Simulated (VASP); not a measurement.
GaAs: relaxation of cell and atoms with PBE

The system is GaAs.

```
Ga As
1.0
     0.00000    2.82685    2.82685
     2.82685    0.00000    2.82685
     2.82685    2.82685    0.00000
Ga As
1 1
Cartesian
  0.0000 0.0000 0.0000
  1.4134 1.4134 1.4134
```

| Quantity | Value |
| --- | --- |
| Program | VASP 6.6.1 |
| Task | relaxation of cell and atoms |
| Functional | PBE |
| Potentials or basis | VASP PAW PBE potentials, release 64 (Ga_d, As) |
| Cutoff | 600 eV |
| k mesh | 10 × 10 × 10 |
| Occupations | gaussian, width 0.03 eV |
| Spin | no spin polarisation |
| Further INCAR settings | ALGO = Normal; EDIFF = 1e-06; IBRION = 2; EDIFFG = -0.01; NSW = 90; ISIF = 3 |

The relaxed volume is 23.77 Å³/atom. The relaxed cell is a = 4.066 Å, b = 4.066 Å, c = 4.066 Å, α = 60.00°, β = 60.00°, γ = 60.00°, the space group after relaxing (to 0.05 Å) is F-43m (No. 216) and the energy gained by relaxing is 12.1 meV/atom. The ionic steps are 3 and the pressure after relaxing is -0.1 GPa. The band gap on the k mesh is 0.15 eV, direct.

The path:
| step | energy change (eV) | largest force (eV/Å) | pressure (GPa) | volume (Å³) |
| --- | --- | --- | --- | --- |
| 1 | 0.0000 | 0.0000 | 3.45 | 45.18 |
| 2 | -0.0210 | 0.0000 | -1.02 | 48.43 |
| 3 | -0.0241 | 0.0000 | -0.06 | 47.53 |

Final structure:
```
CELL_PARAMETERS angstrom
0.00000 2.87512 2.87512
2.87512 0.00000 2.87512
2.87512 2.87512 0.00000
ATOMIC_POSITIONS crystal
Ga 0.00000 0.00000 0.00000
As 0.25000 0.25000 0.25000
```

Levels at points of the mesh, in eV from the valence-band top:
```
           k point  band 6  band 7  band 8  band 9  band 10  band 11  band 12  band 13
(0.00, 0.00, 0.00)  -12.37    0.00    0.00    0.00     0.15     3.72     3.72     3.72
(0.50, 0.00, 0.00)  -10.76   -6.37   -1.07   -1.07     0.86     4.62     4.62     7.70
(0.50, 0.50, 0.00)  -10.09   -6.59   -2.50   -2.50     1.56     1.68     9.77     9.77
```

Wall time 20 s on 2 MPI ranks on Intel(R) Xeon(R) 6975P-C (Granite Rapids), with other jobs on the host, peak memory 0.2 GiB a rank.

PBE usually gives volumes a little too large and moduli too small. Zero-point motion and thermal expansion aren't in these numbers.
